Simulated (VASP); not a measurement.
Given:

```
CELL_PARAMETERS angstrom
     -1.88838     1.88838     4.76582
      1.88838    -1.88838     4.76582
      1.88838     1.88838    -4.76582
ATOMIC_POSITIONS crystal
  Ti 0.75000 0.25000 0.50000
  Ti 0.00000 0.00000 0.00000
  O  0.54195 0.04195 0.50000
  O  0.79195 0.79195 0.00000
  O  0.20805 0.20805 0.00000
  O  0.95805 0.45805 0.50000
```

Computed with PBEsol GGA, VASP's PBE PAW potentials (set 64) (plane waves; VASP). Settings: 620 eV cut-off, 8×8×8 Γ-centred mesh, Gaussian smearing of 0.050 eV, potentials Ti_sv O.

Estimate the energy per atom (σ→0).

- energy per atom (σ→0) = -9.371 eV/atom

The absolute energy has meaning only against runs of the same code, potentials and settings.

The compound is TiO2 in the anatase structure, one of several forms; rutile is the usual stable one. It was relaxed first.
